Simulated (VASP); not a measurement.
Calculation: PBEsol GGA, VASP's PBE PAW potentials (set 64) (plane waves; VASP). For the alloy's cell: Settings: 400 eV cut-off, 15×15×4 Γ-centred mesh, tetrahedra with Blöchl corrections, potentials Rh_pv Ir.

```json
[
 {"end member": "Ir (fcc)", "E (eV/atom)": "-9.8195", "V (Å³/atom)": "14.08", "gap (eV)": "0.00"},
 {"end member": "Rh (fcc)", "E (eV/atom)": "-8.1373", "V (Å³/atom)": "13.45", "gap (eV)": "0.00"}
]
```

An ordered cell with a fraction 0.75 of the second end member relaxes to

```
IrRh3
1.0
    0.00000     1.89498     1.89498
    1.89498     0.00000     1.89498
    7.57679     7.57679     0.00314
Rh Ir
3 1
Direct
  0.99967   0.99967   0.00025
  0.00000   0.00000   0.25000
  0.00033   0.00033   0.49975
  0.00000   0.00000   0.75000
```

Unless said otherwise, spin-orbit coupling is left out, though it shifts the bands of the heavy elements here.

**Question.** Estimate the mixing energy, the deviation from a linear volume and the gap.

**Answer.** Its energy is -8.5709 eV/atom, so the mixing energy is -13 meV/atom. The volume of 13.60 Å³/atom lies -0.0 % from the linear mean. The cell is without a gap at this level.
